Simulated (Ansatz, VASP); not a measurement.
# HfC in two plane-wave programs, part 2 of 2

One calculation is typed for both programs; each brings its own data sets. How far apart do they land? The cell is taken from a series of runs on this material, whose earlier steps may have relaxed, scaled, displaced or heated it; both programs get it as it stands.

VASP 6.6.1 and Ansatz 0.2.0.

So far: Set-up; Ansatz: zone-centre phonons, PBEsol.

### Step 3. VASP: zone-centre phonons, PBEsol

Level of this step: PBEsol; plane waves and PAW (C, Hf_pv) (VASP).

The same cell, functional, mesh and smearing now go to VASP, with its own data sets.

Lines of VASP's logs that name or quote its potential files are left out, and so is its time.

Input file INCAR:

```
SYSTEM = HfC
PREC = Accurate
ENCUT = 600
EDIFF = 1E-08
NELM = 120
ISMEAR = 1
SIGMA = 0.2
LREAL = .FALSE.
ALGO = Normal
GGA = PS
NBANDS = 13
LASPH = .TRUE.
LORBIT = 11
LWAVE = .FALSE.
LCHARG = .FALSE.
ISIF = 2
IBRION = 8
GGA_COMPAT = .FALSE.
KPAR = 2
```

Input file POSCAR:

```
HfC
1.0
    0.0000000000      2.3152608013      2.2344726684
    2.3152608013      0.0000000000      2.2344726684
    2.3152608013      2.3152608013      0.0000000000
C Hf
1 1
Direct
    0.0000000000      0.0000000000      0.0000000000
    0.5000000000      0.5000000000      0.5000000000
```

Input file KPOINTS:

```
Automatic mesh
0
Gamma
16 16 16
0 0 0
```

The projector-augmented-wave data sets are C and Hf_pv (PBE family, release 64).

Launch:

```sh
$ mpirun -np 2 vasp_std
```

Numbers of over 12 decimals in the logs are rounded to 6 here.

Log:

```text
[banner, memory and clock lines left out]
running    2 mpi-ranks, on    1 nodes
 distrk:  each k-point on    1 cores,    2 groups
 distr:  one band on    1 cores,    1 groups

 POSCAR found type information on POSCAR C Hf
 POSCAR found :  2 types and       2 ions
|                                                                             |
|               ----> ADVICE to this user running VASP <----                  |
|                                                                             |
|     You enforced a specific xc type in the INCAR file but a different       |
|     [... a line on the potential file left out ...]
|     I HOPE YOU KNOW WHAT YOU ARE DOING!                                     |
|                                                                             |

 LDA part: xc-table for (Slater+PW92), standard interpolation
 POSCAR, INCAR and KPOINTS ok, starting setup
 FFT: planning ... GRIDC
 FFT: planning ... GRID_SOFT
 FFT: planning ... GRID
 WAVECAR not read
 entering main loop
       N       E                     dE             d eps       ncg     rms          rms(c)
DAV:   1     0.254477530021E+02    0.25448E+02   -0.86234E+03  9106   0.119E+03
DAV:   2    -0.232721136762E+02   -0.48720E+02   -0.45724E+02 11372   0.222E+02
DAV:   3    -0.250176120426E+02   -0.17455E+01   -0.17343E+01 11414   0.300E+01
DAV:   4    -0.250268680387E+02   -0.92560E-02   -0.92548E-02 10084   0.259E+00
DAV:   5    -0.250269292684E+02   -0.61230E-04   -0.61228E-04 11471   0.194E-01    0.635E+01
DAV:   6    -0.222215376501E+02    0.28054E+01   -0.11985E+01 10484   0.186E+01    0.443E+01
DAV:   7    -0.221731896193E+02    0.48348E-01   -0.51486E-01 10374   0.521E+00    0.238E+01
DAV:   8    -0.221624207337E+02    0.10769E-01   -0.45594E-02 11029   0.175E+00    0.452E+00
DAV:   9    -0.221583765248E+02    0.40442E-02   -0.19292E-02 10779   0.767E-01    0.185E+00
DAV:  10    -0.221579859789E+02    0.39055E-03   -0.14823E-03 11007   0.286E-01    0.480E-02
DAV:  11    -0.221579843383E+02    0.16406E-05   -0.69769E-05 10659   0.777E-02    0.293E-02
DAV:  12    -0.221579839959E+02    0.34240E-06   -0.19755E-06 11308   0.122E-02    0.695E-03
DAV:  13    -0.221579839030E+02    0.92924E-07   -0.23288E-07 10964   0.328E-03    0.103E-03
DAV:  14    -0.221579838888E+02    0.14114E-07   -0.14617E-08  8421   0.103E-03    0.678E-04
DAV:  15    -0.221579838915E+02   -0.26500E-08   -0.75058E-10  5197   0.262E-04
   1 F= -.22157984E+02 E0= -.22158031E+02  d E =0.141755E-03
 Linear response reoptimize wavefunctions to high precision
DAV:   1    -0.221579838936E+02   -0.20816E-08   -0.14683E-10  5897   0.106E-04
DAV:   2    -0.221579838936E+02   -0.12051E-10   -0.11900E-11  4822   0.310E-05
 Linear response DOF=           4
 Linear response progress:
  Degree of freedom:   1/  4
       N       E                     dE             d eps       ncg     rms          rms(c)
RMM:   1    -0.122005092321E+00   -0.12201E+00    0.32777E-02 35887   0.188E+00
RMM:   2    -0.118679630924E+00    0.33255E-02   -0.30692E-03 25886   0.341E-01    0.385E-01
RMM:   3    -0.119043417446E+00   -0.36379E-03   -0.61635E-04 23502   0.143E-01    0.200E-01
RMM:   4    -0.119970733076E+00   -0.92732E-03   -0.39091E-04 24275   0.111E-01    0.361E-02
RMM:   5    -0.119977520497E+00   -0.67874E-05   -0.10055E-05 26980   0.233E-02    0.109E-02
RMM:   6    -0.119976404305E+00    0.11162E-05   -0.37680E-07 28516   0.414E-03    0.433E-03
RMM:   7    -0.119966530351E+00    0.98740E-05   -0.78141E-08 27590   0.194E-03    0.257E-03
RMM:   8    -0.119968778788E+00   -0.22484E-05   -0.89168E-09 29155   0.634E-04    0.405E-04
RMM:   9    -0.119968466879E+00    0.31191E-06   -0.29089E-09 29861   0.112E-04    0.162E-04
RMM:  10    -0.119968467761E+00   -0.88254E-09    0.13709E-09 31129   0.273E-05    0.488E-05
 first order change of Fermi-energy  -0.14636E-02
 force on displaced ion       1 direction 1 :  -7.606   0.000   0.000
 Linear response progress:
  Degree of freedom:   2/  4
       N       E                     dE             d eps       ncg     rms          rms(c)
RMM:   1    -0.126022107789E+00   -0.12602E+00    0.20978E-02 19813   0.199E+00
RMM:   2    -0.120266521928E+00    0.57556E-02   -0.41880E-03 14560   0.380E-01    0.572E-01
RMM:   3    -0.120633622925E+00   -0.36710E-03   -0.79818E-04 13331   0.162E-01    0.302E-01
RMM:   4    -0.121648152082E+00   -0.10145E-02   -0.44570E-04 13448   0.119E-01    0.462E-02
RMM:   5    -0.121639916236E+00    0.82358E-05   -0.12897E-05 14847   0.265E-02    0.132E-02
RMM:   6    -0.121641235241E+00   -0.13190E-05   -0.40915E-07 15835   0.440E-03    0.487E-03
RMM:   7    -0.121628629054E+00    0.12606E-04   -0.11937E-07 15123   0.243E-03    0.264E-03
RMM:   8    -0.121632472247E+00   -0.38432E-05   -0.11203E-08 16184   0.712E-04    0.440E-04
RMM:   9    -0.121631680411E+00    0.79184E-06    0.85107E-09 16540   0.143E-04    0.154E-04
RMM:  10    -0.121631658147E+00    0.22264E-07   -0.26607E-09 17248   0.353E-05    0.343E-05
RMM:  11    -0.121631667768E+00   -0.96215E-08    0.12735E-10 16920   0.141E-05    0.596E-06
 first order change of Fermi-energy   0.14574E-02
 force on displaced ion       1 direction 3 :   0.000   0.000 -12.544
 Linear response progress:
  Degree of freedom:   3/  4
       N       E                     dE             d eps       ncg     rms          rms(c)
RMM:   1    -0.215710589123E+00   -0.21571E+00    0.36564E+00 18075   0.118E+01
RMM:   2    -0.211547386328E+00    0.41632E-02   -0.30817E-02 24974   0.127E+00    0.488E-01
RMM:   3    -0.210866986545E+00    0.68040E-03   -0.93021E-04 31107   0.150E-01    0.194E-01
RMM:   4    -0.210387280449E+00    0.47971E-03   -0.69764E-05 33398   0.514E-02    0.124E-01
RMM:   5    -0.209947015428E+00    0.44027E-03   -0.26148E-05 33063   0.382E-02    0.121E-02
RMM:   6    -0.209938665808E+00    0.83496E-05   -0.20548E-06 34003   0.972E-03    0.512E-03
RMM:   7    -0.209948152230E+00   -0.94864E-05   -0.10951E-06 35443   0.222E-03    0.535E-03
RMM:   8    -0.209948423561E+00   -0.27133E-06   -0.13056E-06 35306   0.522E-04    0.158E-03
RMM:   9    -0.209948784970E+00   -0.36141E-06   -0.16288E-06 37002   0.243E-04    0.697E-05
RMM:  10    -0.209949074628E+00   -0.28966E-06   -0.10985E-06 35735   0.828E-05    0.103E-05
RMM:  11    -0.209949131522E+00   -0.56895E-07   -0.51536E-07 38826   0.324E-05    0.305E-05
RMM:  12    -0.209949143578E+00   -0.12056E-07   -0.23412E-07 34120   0.153E-05    0.992E-06
RMM:  13    -0.209949147846E+00   -0.42680E-08   -0.10635E-07 30424   0.104E-05    0.805E-06
RMM:  14    -0.209949148750E+00   -0.90360E-09   -0.54283E-08 24595   0.820E-06    0.686E-06
 first order change of Fermi-energy   0.15847E-02
 force on displaced ion       2 direction 1 :  -7.606   0.000   0.000
 Linear response progress:
  Degree of freedom:   4/  4
       N       E                     dE             d eps       ncg     rms          rms(c)
RMM:   1    -0.212405857530E+00   -0.21241E+00    0.39971E+00 10189   0.122E+01
RMM:   2    -0.207803868551E+00    0.46020E-02   -0.31644E-02 14040   0.130E+00    0.633E-01
RMM:   3    -0.206965115817E+00    0.83875E-03   -0.98363E-04 17341   0.164E-01    0.292E-01
RMM:   4    -0.206362343157E+00    0.60277E-03   -0.99616E-05 18454   0.648E-02    0.158E-01
RMM:   5    -0.205928489111E+00    0.43385E-03   -0.33685E-05 18802   0.418E-02    0.168E-02
RMM:   6    -0.205926369942E+00    0.21192E-05   -0.32247E-06 18545   0.122E-02    0.936E-03
RMM:   7    -0.205931371828E+00   -0.50019E-05   -0.66355E-07 20106   0.261E-03    0.845E-03
RMM:   8    -0.205931466163E+00   -0.94335E-07   -0.35176E-06 19940   0.687E-04    0.287E-03
RMM:   9    -0.205932220519E+00   -0.75436E-06   -0.28782E-06 20524   0.346E-04    0.542E-05
RMM:  10    -0.205932547735E+00   -0.32722E-06   -0.19240E-06 19891   0.120E-04    0.145E-05
RMM:  11    -0.205932627475E+00   -0.79739E-07   -0.93758E-07 21649   0.495E-05    0.322E-05
RMM:  12    -0.205932647116E+00   -0.19641E-07   -0.48784E-07 20032   0.251E-05    0.373E-05
RMM:  13    -0.205932663937E+00   -0.16822E-07   -0.27182E-07 18852   0.155E-05    0.136E-05
RMM:  14    -0.205932661093E+00    0.28446E-08   -0.15896E-07 14381   0.110E-05    0.162E-05
RMM:  15    -0.205932663442E+00   -0.23496E-08   -0.90488E-08 12431   0.869E-06    0.954E-06
 first order change of Fermi-energy  -0.12435E-02
 force on displaced ion       2 direction 3 :   0.000   0.000 -12.544
 Linear response finished
```

OUTCAR, selected parts (step 3):

```text
ion  position               nearest neighbor table
   1  0.000  0.000  0.000-   2 2.23   2 2.23   2 2.32   2 2.32   2 2.32   2 2.32
   2  0.500  0.500  0.500-   1 2.23   1 2.23   1 2.32   1 2.32   1 2.32   1 2.32

  LATTYP: Found a body centered tetragonal cell.
 ALAT       =     3.2742732256
 C/A-ratio  =     1.3648663471

 Subroutine GETGRP returns: Found 16 space group operations
 (whereof 16 operations were pure point group operations)

The static configuration has the point symmetry D_4h.

 Found    349 irreducible k-points:

   k-points           NKPTS =    349   k-points in BZ     NKDIM =    349   number of bands    NBANDS=     13

   dimension x,y,z NGX =    28 NGY =   28 NGZ =   28
   dimension x,y,z NGXF=    56 NGYF=   56 NGZF=   56

   ENCUT  =  600.0 eV  44.10 Ry    6.64 a.u.   6.43  6.43  6.54*2*pi/ulx,y,z

   NELECT =      14.0000    total number of electrons

 k-points in reciprocal lattice and weights: Automatic mesh
   0.00000000  0.00000000  0.00000000       0.000
   0.06250000  0.00000000  0.00000000       0.002
   0.12500000  0.00000000  0.00000000       0.002
   0.18750000  0.00000000  0.00000000       0.002
   0.25000000  0.00000000  0.00000000       0.002
   0.31250000  0.00000000  0.00000000       0.002
   0.37500000  0.00000000  0.00000000       0.002
   0.43750000  0.00000000  0.00000000       0.002
   0.50000000  0.00000000  0.00000000       0.001
[...]
-0.31250000  0.18750000  0.50000000       0.001
  -0.25000000  0.25000000  0.50000000       0.000

 average (electrostatic) potential at core
       1 -47.4692       2 -34.6274

  Total       -0.0584359     -0.0584359      2.6158197      0.0000000     -0.0000000      0.0000000
  in kB       -3.9082806     -3.9082806    174.9498266      0.0000000     -0.0000000      0.0000000
  external PRESSURE =      55.7110885 kB  Pullay stress =       0.0000000 kB

  energy-cutoff  :      600.00
  volume of cell :       23.96
      direct lattice vectors                 reciprocal lattice vectors
     0.000000000  2.315260801  2.234472668    -0.215958392  0.215958392  0.223766443
     2.315260801  0.000000000  2.234472668     0.215958392 -0.215958392  0.223766443
     2.315260801  2.315260801  0.000000000     0.215958392  0.215958392 -0.223766443

 POSITION                                       TOTAL-FORCE (eV/Angst)
 -----------------------------------------------------------------------------------
      0.00000      0.00000      0.00000        -0.000000     -0.000000      0.000000
      2.31526      2.31526      2.23447         0.000000      0.000000      0.000000
 -----------------------------------------------------------------------------------
    total drift:                                0.000000      0.000000      0.000000

 Eigenvectors and eigenvalues of the dynamical matrix
 ----------------------------------------------------

   1 f  =   16.505387 THz   103.706405 2PiTHz  550.560445 cm-1    68.260765 meV
             X         Y         Z           dx          dy          dz
      0.000000  0.000000  0.000000     0.000000    0.000000    0.967964
      2.315261  2.315261  2.234473     0.000000    0.000000   -0.251090

   2 f  =   12.852009 THz    80.751556 2PiTHz  428.696885 cm-1    53.151616 meV
             X         Y         Z           dx          dy          dz
      0.000000  0.000000  0.000000     0.967959    0.000000    0.000000
      2.315261  2.315261  2.234473    -0.251109    0.000000    0.000000

   3 f  =   12.852009 THz    80.751556 2PiTHz  428.696885 cm-1    53.151616 meV
             X         Y         Z           dx          dy          dz
      0.000000  0.000000  0.000000     0.000000    0.967959    0.000000
      2.315261  2.315261  2.234473     0.000000   -0.251109    0.000000

   4 f/i=    0.000106 THz     0.000666 2PiTHz    0.003533 cm-1     0.000438 meV
             X         Y         Z           dx          dy          dz
      0.000000  0.000000  0.000000     0.000000    0.000000   -0.251090
      2.315261  2.315261  2.234473     0.000000    0.000000   -0.967964

   5 f/i=    0.000165 THz     0.001039 2PiTHz    0.005518 cm-1     0.000684 meV
             X         Y         Z           dx          dy          dz
      0.000000  0.000000  0.000000    -0.251109    0.000000    0.000000
      2.315261  2.315261  2.234473    -0.967959    0.000000    0.000000

   6 f/i=    0.000165 THz     0.001039 2PiTHz    0.005518 cm-1     0.000684 meV
             X         Y         Z           dx          dy          dz
      0.000000  0.000000  0.000000     0.000000   -0.251109    0.000000
      2.315261  2.315261  2.234473     0.000000   -0.967959    0.000000

 ELASTIC MODULI CONTR FROM IONIC RELAXATION (kBar)
 Direction    XX          YY          ZZ          XY          YZ          ZX
 --------------------------------------------------------------------------------
 XX           0.0000      0.0000      0.0000      0.0000      0.0000      0.0000
 YY           0.0000      0.0000      0.0000      0.0000      0.0000      0.0000
 ZZ           0.0000      0.0000      0.0000      0.0000      0.0000      0.0000
 XY           0.0000      0.0000      0.0000      0.0000      0.0000      0.0000
 YZ           0.0000      0.0000      0.0000      0.0000      0.0000      0.0000
 ZX           0.0000      0.0000      0.0000      0.0000      0.0000      0.0000
 --------------------------------------------------------------------------------
```

Harder data sets than Hf_pv exist (the GW ones), and pressures, volumes and forces can shift noticeably with them.

### Step 4. Side by side

Known differences besides the potentials themselves: the data sets hold 30 valence electrons in Ansatz (on its PAW soft_1 files) and 14 in VASP; the cutoff is 420 eV in Ansatz and 600 eV in VASP; Ansatz makes its cores anew for this functional, VASP keeps those of its PBE data sets. Total energies have different zeros and are not compared.

Compared:

```
                  quantity  Ansatz   VASP  difference
optical mode 1 to 2 (cm⁻¹)   431.6  428.7     +0.67 %
     optical mode 3 (cm⁻¹)   550.4  550.6     -0.03 %
```

Modes are paired by rising frequency, not by their patterns, so a pair may set unlike modes beside each other; they are those without the splitting of longitudinal modes.

### Step 5. Outcome

```yaml
r_m_s_difference_of_the_optical_zone_centre_modes_each_program_s_sorted_by_frequency_zone_centre_phonons_pbesol: 2.3 cm⁻¹
difference_in_optical_mode_1_to_2_zone_centre_phonons_pbesol: +0.7 %
```

In words: The r.m.s. difference of the optical zone-centre modes, each program's sorted by frequency is 2.3 cm⁻¹ (zone-centre phonons, PBEsol). The data sets hold unlike numbers of valence electrons (30 in Ansatz and 14 in VASP), so part of the differences comes from the potentials. Among the rows given in per cent, the largest difference of the zone-centre phonons, PBEsol pair is in optical mode 1 to 2, +0.7 %. Such differences can come from data sets, numerical settings and the points named under the comparisons, not from the functional's error against experiment.

[Lines on the potential files, build, host, timing and source positions are cut from VASP's logs without a mark.]

[Logs are printed without paths, hosts, clocks, repeated set-up lines and the standing remarks that a program may print on its own settings, such as how far it seeks lower states.]

[Hosts, paths, dates, database ids (printed as entryN), source tags and the programs' standing remarks are cut or masked in the printed files.]
